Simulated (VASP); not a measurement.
An input for Quantum ESPRESSO's pw.x (written as the equivalent of a VASP run, and not itself run):

```
&CONTROL
  calculation = 'scf'
  pseudo_dir = './pseudo'
  outdir = './out'
  tprnfor = .true.
  tstress = .true.
/
&SYSTEM
  ibrav = 0
  nat = 5
  ntyp = 3
  ecutwfc = 84
  occupations = 'smearing'
  smearing = 'gaussian'
  degauss = 0.003675
  input_dft = 'vdw-df-obk8'
/
&ELECTRONS
  conv_thr = 7.3e-09
  electron_maxstep = 100
/
ATOMIC_SPECIES
  K 39.098 K.upf
  Ta 180.948 Ta.upf
  O 15.999 O.upf
CELL_PARAMETERS angstrom
     4.0950884    0.0000000    0.0000000
     0.0000000    4.0950884    0.0000000
     0.0000000    0.0000000    4.0950884
ATOMIC_POSITIONS crystal
  K    0.0000000  0.0000000  0.0000000
  Ta   0.5000000  0.5000000  0.5000000
  O    0.5000000  0.0000000  0.5000000
  O    0.0000000  0.5000000  0.5000000
  O    0.5000000  0.5000000  0.0000000
K_POINTS automatic
  6 6 6 0 0 0
```

### Question
Translate this input to VASP (INCAR, KPOINTS, POSCAR, choice of POTCAR).

### Answer
One answer among several that fit: 
INCAR:
```
SYSTEM=KTaO3
PREC=Accurate; ENCUT=520; LREAL=.FALSE.
LASPH=.TRUE.
EDIFF=1E-7; NELM=100; ALGO=Normal
LMAXMIX=6
ISMEAR=0; SIGMA=0.05
GGA=BO; LUSE_VDW=.TRUE.; AGGAC=0.0
PARAM1=0.1833333333; PARAM2=0.22
ISIF=2
LWAVE=.FALSE.; LCHARG=.FALSE.
```

### POSCAR
```
KTaO3
1
    4.0950884179     0.0000000000     0.0000000000
    0.0000000000     4.0950884179     0.0000000000
    0.0000000000     0.0000000000     4.0950884179
K Ta O
1 1 3
Direct
  0.0000000000   0.0000000000   0.0000000000
  0.5000000000   0.5000000000   0.5000000000
  0.5000000000   0.0000000000   0.5000000000
  0.0000000000   0.5000000000   0.5000000000
  0.5000000000   0.5000000000   0.0000000000
```

**KPOINTS**
```
Automatic mesh
0
Gamma
6 6 6
0 0 0
```

POTCAR, in this order: K_sv Ta_pv O (PBE.64 set). Program: vasp_std.

What does not carry over: the potentials are each code's own (VASP's PAW set, PseudoDojo norm-conserving files in pw.x), so ENCUT and ecutwfc are chosen apart and not converted; conv_thr bounds pw.x's estimated SCF error, while EDIFF bounds the energy change between steps.

The compound is KTaO3 in the cubic perovskite structure. This cell is one point of a volume scan, at 1.06 of the reference volume.
